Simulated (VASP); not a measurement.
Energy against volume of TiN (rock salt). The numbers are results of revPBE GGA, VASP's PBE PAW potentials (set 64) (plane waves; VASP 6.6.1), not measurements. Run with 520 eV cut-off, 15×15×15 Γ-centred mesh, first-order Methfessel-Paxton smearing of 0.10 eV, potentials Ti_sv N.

```csv
V (Å³/atom),E (eV/atom)
9.429,-9.41538
9.720,-9.42350
10.012,-9.41711
10.303,-9.39834
```

### Question
Fit these four points and predict the energy of the run at 9.137 Å³/atom.

### Answer
A cubic in V^(−2/3), the third-order Birch-Murnaghan form, passes through the four points with V0 = 9.73 Å³/atom and B0 = 264 GPa, and gives -9.3902 eV/atom there. The run gave -9.3903 eV/atom, -0.0 meV/atom from the fit; all five points give B0 = 264 GPa.

The compound is TiN in the rock salt structure. It was relaxed first.
